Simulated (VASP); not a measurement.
A VASP calculation is set up with these files.

**INCAR**
```
SYSTEM = MgTe
PREC = Accurate; ENCUT = 520; LREAL = .FALSE.
LASPH = .TRUE.
EDIFF = 1E-6; NELM = 100; ALGO = Normal
LMAXMIX = 4
ISMEAR = 0; SIGMA = 0.05
GGA = PE
IBRION = 2; NSW = 60; ISIF = 3
EDIFFG = -0.01
LWAVE = .FALSE.; LCHARG = .FALSE.
```

### KPOINTS
```
kpoints
0
Gamma
  6 6 3
```

File POSCAR:
```
MgTe
1
    2.3040184718    -3.9906774833     0.0000000000
    2.3040184718     3.9906774833     0.0000000000
    0.0000000000     0.0000000000     7.4979472539
Mg Te
2 2
Direct
  0.6666670000   0.3333330000   0.4998348923
  0.3333330000   0.6666670000   0.9998348923
  0.6666670000   0.3333330000   0.8761651077
  0.3333330000   0.6666670000   0.3761651077
```

POTCAR, in this order: Mg Te (PBE.64 set). Program: vasp_std.

Question: Translate this PBE calculation to Ansatz.

Answer: One equivalent input (not run):
Ansatz 0.2 input:
```yaml
crystal:
  lattice:
    - [2.3040185, -3.9906775, 0.0000000]
    - [2.3040185, 3.9906775, 0.0000000]
    - [0.0000000, 0.0000000, 7.4979473]
  atoms:
    - { symbol: Mg, position: [0.6666670, 0.3333330, 0.4998349] }
    - { symbol: Mg, position: [0.3333330, 0.6666670, 0.9998349] }
    - { symbol: Te, position: [0.6666670, 0.3333330, 0.8761651] }
    - { symbol: Te, position: [0.3333330, 0.6666670, 0.3761651] }
kpoints:
  mp_grid: { grid: [6, 6, 3] }
hamiltonian:
  xc: pbe
  pseudopotentials: { kind: paw }
scf:
  occupations: { method: gaussian, width: 0.05 }
  max_iter: 100
relax:
  max_steps: 60
  f_tol: 0.01
  cell: {}
output: { forces: true, stress: true, eigenvalues: true }
```
What does not carry over: each code has its own PAW files, so the cut-off isn't converted (ENCUT is set for VASP's; basis.ecutwfc is left out, and Ansatz then takes the one that its files recommend); Ansatz stops its SCF on the density residual and VASP on the energy change (EDIFF).

The compound is MgTe in the wurtzite structure. It was relaxed first. The start is the result of an earlier pass.
